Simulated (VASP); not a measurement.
# WSe2: transverse stress against strain

WSe2 (2H layered, P6_3/mmc, 20.432 Å³/atom and stress up to 0.10 GPa in the relaxed cell, c along z) under a strain ε along c (axis z), the other axes held. PBEsol in VASP (plane waves, PAW), 480 eV, 12×12×4 Γ-centred mesh, Gaussian smearing 0.05 eV; ions are relaxed, or left where forces stay under 0.02 eV/Å, within the symmetry of each cell. Stress is positive for a compressed cell.

Here s stands for strain and y for stress xx.

| strain (%) | stress xx (GPa) |
|---|---|
| -1.50 | 0.02 |
| -1.00 | -0.02 |
| -0.50 | -0.06 |
| 0.00 | -0.10 |
| 0.50 | -0.13 |
| 1.00 | -0.15 |
| 1.50 | -0.17 |
| 3.00 | ? |

Q: Using a straight line, estimate the missing y at s = 3.00 from the other rows, showing the fit.

A: Means: s 0, y -0.087. About the means, the sum of products is -0.45000 and the sum of squares of s is 7.0000; the slope is their ratio. Least squares gives y = -0.087 - 0.0643·s. Residuals (row less fit): 0.011, 0.003, -0.005, -0.013, -0.011, 0.001, 0.013; standard error 0.011 (degrees of freedom: 5). The slope gives the elastic constant C13 = 6.4 ± 0.4 GPa (± standard error of the fit, which holds the terms cut off). At the withheld row, y = -0.087 - 0.0643 × 3.0 = -0.280 GPa. The calculation gives -0.22 GPa, 0.060 GPa above the prediction (25.0 % of the range of y in the table). The row lies outside the fitted rows, so this is an extrapolation. From the scatter of the fitted rows alone, a prediction at this place has a standard error of 0.017 GPa, so the miss is 3.5 times that.

A polynomial of degree 2 through the 12 other runs of the series gives -0.21 there, so most of the miss is curvature that the fit leaves out. Spin-orbit coupling is left out, which can shift these values for the heavy elements here. For WSe2: without a dispersion term in the relaxation, distances and binding between the weakly bound layers, chains or molecules are unreliable, and so is what depends on them. Rows are the converged runs of the series near zero and its far end, less any whose ions stayed unrelaxed beside relaxed ones; series whose fitted rows scatter by over a few per cent of the range, as at a crossing or softening among them, aren't shown in this form. Most that stay on the fit to the last digits aren't either.
